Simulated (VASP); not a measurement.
Set up this calculation in VASP 6.6.1, as the native input.

```yaml
Task: relaxation of cell and atoms
Functional: PBE
Potentials_or_basis: VASP PAW PBE potentials, release 64 (Ni)
Cutoff: 520 eV
k_mesh: 21 × 21 × 21
Occupations: gaussian, width 0.1 eV
Spin: collinear spin, ferromagnetic start
Starting_moments: "[1.0] μB"
Further_INCAR_settings: ALGO = Normal; EDIFF = 1e-07; IBRION = 2; POTIM = 0.3; EDIFFG = -0.005; NSW = 60; ISIF = 3
```

The structure of Ni lies in POSCAR:

```
Ni                                      
1.0
   -0.0000000000      1.7588383509      1.7588383509
    1.7588383509      0.0000000000      1.7588383509
    1.7588383509      1.7588383509     -0.0000000000
  Ni            
     1
Direct
     0.0000000000000000    0.0000000000000000    0.0000000000000000
```

These files were run (other wordings do the same):

INCAR

```
SYSTEM = Ni
PREC = Accurate
ENCUT = 520
EDIFF = 1E-7
ISMEAR = 0
SIGMA = 0.1
LREAL = .False.
LASPH = .True.
NELM = 120
ALGO = Normal
ISIF = 3
LWAVE = .False.
LCHARG = .False.
ISPIN = 2
MAGMOM = 1
LORBIT = 11
LMAXMIX = 4
GGA = PE
IBRION = 2
NSW = 60
EDIFFG = -0.005
POTIM = 0.3
```

KPOINTS

```
regular mesh
0
Gamma
  21 21 21
  0 0 0
```

Potentials or basis: VASP PAW PBE potentials, release 64 (Ni).

Launch:

```bash
$ cat potpaw_PBE.64/Ni/POTCAR > POTCAR
$ mpirun -np 1 vasp_std > vasp.out
```

Results of the run:

| Item | Value |
| --- | --- |
| Pressure after relaxing | 0.0 GPa |
| Band gap on the k mesh | none (metal or under the smearing width) |
| Net moment | 0.61 μB per cell |
| Site moments | Ni +0.62 μB |
| Valence electrons inside the program's atomic spheres | Ni 9.31 |

Caveat: the relaxation stopped at its first step, so nothing moved.

Run time: 33 s on 1 thread of Intel(R) Xeon(R) Platinum 8488C (Sapphire Rapids) (shared host), peak memory 0.16 GiB.
